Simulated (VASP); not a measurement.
Mg2CdO3:

```
Mg Cd O
1.0
    -1.62475    1.62475    6.90389
     1.62475   -1.62475    6.90389
     1.62475    1.62475   -6.90389
Mg Cd O
2 1 3
Direct
  0.33330 0.33330 0.00000
  0.66670 0.66670 0.00000
  0.00000 0.00000 0.00000
  0.83330 0.83330 0.00000
  0.16670 0.16670 0.00000
  0.50000 0.50000 0.00000
```

The cell was built by a generator and needn't be a form met in nature.

```yaml
Program: VASP 6.6.1
Task: relaxation of cell and atoms
Functional: PBE
Potentials_or_basis: VASP PAW PBE potentials, release 64 (Mg, Cd, O)
Cutoff: 520 eV
k_mesh: 6 × 6 × 6
Occupations: gaussian, width 0.15 eV
Spin: no spin polarisation
```

At the start: pressure -8.2 GPa; volume 12.15 Å³/atom.

Question: How do energy, volume and symmetry change on relaxing?

Answer: Over 6 steps the energy falls by 54.5 meV/atom and the volume is 11.30 Å³/atom (-7.0 %); space group I4/mmm (No. 139, to 0.05 Å).

Step by step:
| step | energy change (eV) | largest force (eV/Å) | pressure (GPa) | volume (Å³) |
| --- | --- | --- | --- | --- |
| 1 | 0.0000 | 1.2442 | -8.20 | 72.90 |
| 2 | -0.2577 | 0.7295 | 1.80 | 66.53 |
| 3 | -0.2571 | 0.7039 | 2.82 | 66.26 |
| 4 | -0.3141 | 0.3289 | 1.51 | 66.67 |
| 5 | -0.3159 | 0.3004 | 1.42 | 66.77 |
| 6 | -0.3272 | 0.0742 | -0.13 | 67.81 |

Final structure:
```
Mg Cd O
1.0
    -1.59439    1.59439    6.66872
     1.59439   -1.59439    6.66872
     1.59439    1.59439   -6.66872
Mg Cd O
2 1 3
Direct
  0.33020 0.33020 0.00000
  0.66980 0.66980 0.00000
  0.00000 0.00000 0.00000
  0.82475 0.82475 0.00000
  0.17525 0.17525 0.00000
  0.50000 0.50000 0.00000
```

Caveat: the k mesh is coarse (spacing up to 0.46 Å⁻¹), so the values aren't converged.
